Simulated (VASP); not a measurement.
OSZICAR of a VASP run on In₃₂P₃₁S:

File OSZICAR:
```
       N       E                     dE             d eps       ncg     rms          rms(c)
DAV:   1     0.157738817615E+04    0.15774E+04   -0.88232E+04   644   0.109E+03
DAV:   2    -0.800801466796E+02   -0.16575E+04   -0.15785E+04   823   0.196E+02
DAV:   3    -0.270888985710E+03   -0.19081E+03   -0.18829E+03   776   0.703E+01
DAV:   4    -0.277128406347E+03   -0.62394E+01   -0.61926E+01   728   0.148E+01
DAV:   5    -0.277359819127E+03   -0.23141E+00   -0.23081E+00   864   0.280E+00    0.310E+01
RMM:   6    -0.264207764153E+03    0.13152E+02   -0.25716E+01   644   0.646E+00    0.180E+01
RMM:   7    -0.263381136076E+03    0.82663E+00   -0.30407E+01   644   0.671E+00    0.642E+00
RMM:   8    -0.262864469137E+03    0.51667E+00   -0.29678E+00   644   0.306E+00    0.406E+00
RMM:   9    -0.262920949432E+03   -0.56480E-01   -0.11760E+00   644   0.172E+00    0.115E+00
RMM:  10    -0.262877260992E+03    0.43688E-01   -0.27997E-01   646   0.890E-01    0.679E-01
RMM:  11    -0.262886051458E+03   -0.87905E-02   -0.64661E-02   700   0.409E-01    0.363E-01
RMM:  12    -0.262884653670E+03    0.13978E-02   -0.12886E-02   656   0.207E-01    0.171E-01
RMM:  13    -0.262884992009E+03   -0.33834E-03   -0.32779E-03   675   0.102E-01    0.164E-01
RMM:  14    -0.262885038587E+03   -0.46578E-04   -0.77666E-04   795   0.433E-02    0.239E-01
RMM:  15    -0.262885099880E+03   -0.61293E-04   -0.31133E-04   645   0.303E-02    0.780E-02
RMM:  16    -0.262885122040E+03   -0.22160E-04   -0.83746E-05   603   0.150E-02    0.364E-02
RMM:  17    -0.262885121790E+03    0.24959E-06   -0.19864E-05   392   0.714E-03
   1 F= -.26288512E+03 E0= -.26288512E+03  d E =-.262885E+03  mag=     1.0000
       N       E                     dE             d eps       ncg     rms          rms(c)
DAV:   1    -0.263005046811E+03   -0.11992E+00   -0.23213E+00   743   0.256E+00    0.110E+00
RMM:   2    -0.263016934371E+03   -0.11888E-01   -0.21544E-01   644   0.863E-01    0.308E-01
RMM:   3    -0.263019335458E+03   -0.24011E-02   -0.41950E-02   674   0.402E-01    0.309E-01
RMM:   4    -0.263019086012E+03    0.24945E-03   -0.70034E-03   705   0.171E-01    0.224E-01
RMM:   5    -0.263019075273E+03    0.10739E-04   -0.41142E-03   647   0.103E-01    0.107E-01
RMM:   6    -0.263018966317E+03    0.10896E-03   -0.78736E-04   677   0.509E-02    0.687E-02
RMM:   7    -0.263018995650E+03   -0.29333E-04   -0.70082E-04   649   0.335E-02    0.233E-02
RMM:   8    -0.263018972843E+03    0.22806E-04   -0.13039E-04   551   0.176E-02    0.770E-03
RMM:   9    -0.263018974687E+03   -0.18435E-05   -0.32444E-05   426   0.886E-03
   2 F= -.26301897E+03 E0= -.26301897E+03  d E =-.133853E+00  mag=     1.0000
       N       E                     dE             d eps       ncg     rms          rms(c)
DAV:   1    -0.263034640447E+03   -0.15668E-01   -0.70600E-01   736   0.142E+00    0.605E-01
RMM:   2    -0.263038206406E+03   -0.35660E-02   -0.65936E-02   645   0.478E-01    0.164E-01
RMM:   3    -0.263038932582E+03   -0.72618E-03   -0.12773E-02   675   0.222E-01    0.152E-01
RMM:   4    -0.263038760165E+03    0.17242E-03   -0.21482E-03   658   0.951E-02    0.797E-02
RMM:   5    -0.263038833771E+03   -0.73606E-04   -0.90155E-04   674   0.518E-02    0.480E-02
RMM:   6    -0.263038824645E+03    0.91262E-05   -0.24403E-04   678   0.256E-02    0.365E-02
RMM:   7    -0.263038832226E+03   -0.75806E-05   -0.12064E-04   591   0.157E-02    0.859E-03
RMM:   8    -0.263038829500E+03    0.27260E-05   -0.22999E-05   419   0.853E-03
   3 F= -.26303883E+03 E0= -.26303883E+03  d E =-.153708E+00  mag=     1.0000
       N       E                     dE             d eps       ncg     rms          rms(c)
DAV:   1    -0.263050361320E+03   -0.11529E-01   -0.29311E-01   712   0.934E-01    0.359E-01
RMM:   2    -0.263051952242E+03   -0.15909E-02   -0.24320E-02   644   0.311E-01    0.920E-02
RMM:   3    -0.263052318678E+03   -0.36644E-03   -0.49644E-03   675   0.145E-01    0.883E-02
RMM:   4    -0.263052253316E+03    0.65362E-04   -0.68198E-04   655   0.607E-02    0.491E-02
RMM:   5    -0.263052271242E+03   -0.17926E-04   -0.37717E-04   648   0.347E-02    0.243E-02
RMM:   6    -0.263052261330E+03    0.99116E-05   -0.72579E-05   569   0.167E-02
   4 F= -.26305226E+03 E0= -.26305226E+03  d E =-.134318E-01  mag=     1.0000
       N       E                     dE             d eps       ncg     rms          rms(c)
DAV:   1    -0.263054493778E+03   -0.22225E-02   -0.11184E-01   744   0.578E-01    0.224E-01
RMM:   2    -0.263055159219E+03   -0.66544E-03   -0.96697E-03   644   0.195E-01    0.567E-02
RMM:   3    -0.263055309427E+03   -0.15021E-03   -0.19495E-03   680   0.909E-02    0.562E-02
RMM:   4    -0.263055282534E+03    0.26893E-04   -0.26888E-04   649   0.380E-02    0.292E-02
RMM:   5    -0.263055289774E+03   -0.72398E-05   -0.13412E-04   630   0.213E-02    0.154E-02
RMM:   6    -0.263055286755E+03    0.30186E-05   -0.26648E-05   427   0.103E-02
   5 F= -.26305529E+03 E0= -.26305529E+03  d E =-.164573E-01  mag=     1.0000
       N       E                     dE             d eps       ncg     rms          rms(c)
DAV:   1    -0.263055435431E+03   -0.14566E-03   -0.12416E-02   744   0.193E-01    0.756E-02
RMM:   2    -0.263055515889E+03   -0.80458E-04   -0.11116E-03   644   0.659E-02    0.189E-02
RMM:   3    -0.263055533037E+03   -0.17148E-04   -0.21827E-04   668   0.306E-02    0.189E-02
RMM:   4    -0.263055530085E+03    0.29526E-05   -0.31093E-05   434   0.129E-02
   6 F= -.26305553E+03 E0= -.26305553E+03  d E =-.167006E-01  mag=     1.0000
       N       E                     dE             d eps       ncg     rms          rms(c)
DAV:   1    -0.263057285437E+03   -0.17524E-02   -0.62283E-02   711   0.430E-01    0.151E-01
RMM:   2    -0.263057615770E+03   -0.33033E-03   -0.45640E-03   644   0.138E-01    0.387E-02
RMM:   3    -0.263057700029E+03   -0.84259E-04   -0.10145E-03   693   0.651E-02    0.363E-02
RMM:   4    -0.263057693640E+03    0.63887E-05   -0.11744E-04   632   0.262E-02    0.232E-02
RMM:   5    -0.263057693664E+03   -0.23480E-07   -0.78544E-05   617   0.162E-02
   7 F= -.26305769E+03 E0= -.26305769E+03  d E =-.216358E-02  mag=     1.0000
       N       E                     dE             d eps       ncg     rms          rms(c)
DAV:   1    -0.263057927178E+03   -0.23354E-03   -0.43336E-02   712   0.359E-01    0.129E-01
RMM:   2    -0.263058167113E+03   -0.23993E-03   -0.33661E-03   644   0.118E-01    0.330E-02
RMM:   3    -0.263058236501E+03   -0.69389E-04   -0.79237E-04   705   0.561E-02    0.316E-02
RMM:   4    -0.263058230450E+03    0.60514E-05   -0.83670E-05   610   0.223E-02
   8 F= -.26305823E+03 E0= -.26305823E+03  d E =-.270037E-02  mag=     1.0000
       N       E                     dE             d eps       ncg     rms          rms(c)
DAV:   1    -0.263058913982E+03   -0.67748E-03   -0.45592E-02   711   0.373E-01    0.130E-01
RMM:   2    -0.263059149046E+03   -0.23506E-03   -0.33241E-03   644   0.119E-01    0.333E-02
RMM:   3    -0.263059226499E+03   -0.77453E-04   -0.87003E-04   719   0.574E-02    0.341E-02
RMM:   4    -0.263059220356E+03    0.61431E-05   -0.78769E-05   598   0.218E-02
   9 F= -.26305922E+03 E0= -.26305922E+03  d E =-.989906E-03  mag=     1.0000
       N       E                     dE             d eps       ncg     rms          rms(c)
DAV:   1    -0.263059254523E+03   -0.28024E-04   -0.40050E-03   768   0.110E-01    0.409E-02
RMM:   2    -0.263059262603E+03   -0.80803E-05   -0.27244E-04   644   0.340E-02    0.139E-02
RMM:   3    -0.263059271052E+03   -0.84482E-05   -0.10788E-04   659   0.182E-02    0.111E-02
RMM:   4    -0.263059270943E+03    0.10844E-06   -0.90770E-06   377   0.696E-03
  10 F= -.26305927E+03 E0= -.26305927E+03  d E =-.104049E-02  mag=     1.0000
       N       E                     dE             d eps       ncg     rms          rms(c)
DAV:   1    -0.263059609228E+03   -0.33818E-03   -0.49429E-02   711   0.389E-01    0.136E-01
RMM:   2    -0.263059891176E+03   -0.28195E-03   -0.34925E-03   644   0.123E-01    0.301E-02
RMM:   3    -0.263059953319E+03   -0.62143E-04   -0.69425E-04   667   0.583E-02    0.290E-02
RMM:   4    -0.263059950194E+03    0.31250E-05   -0.96430E-05   636   0.250E-02
  11 F= -.26305995E+03 E0= -.26305995E+03  d E =-.679251E-03  mag=     1.0000
```

**Question.** Which electronic solver shows in the log?

**Answer.** It is blocked Davidson (ALGO = Normal, or the opening steps of other solvers) and then RMM-DIIS (ALGO = Fast or VeryFast). The INCAR had ALGO = Fast.

**Question.** How was spin treated?

**Answer.** Collinear spin (ISPIN = 2): the summary line carries one mag value, 1.00 μB in the cell.

**Question.** Can the final energy be trusted as converged?

**Answer.** The calculation finished and met its thresholds. It stopped with EDIFF = 1E-5, NELM = 100, NSW = 60 and EDIFFG = -0.03 after 11 ionic steps (PBE GGA, plane waves, VASP's PBE PAW potentials (set 64)). The supercell is sampled at Γ alone, which is coarse: total energies, pressure and levels can be off, energies of defects by several tenths of an eV.

The cell is a supercell with a defect, built from InP (zinc blende): S_P. The total moment is imposed (NUPDOWN), so this need not be the lowest spin state.
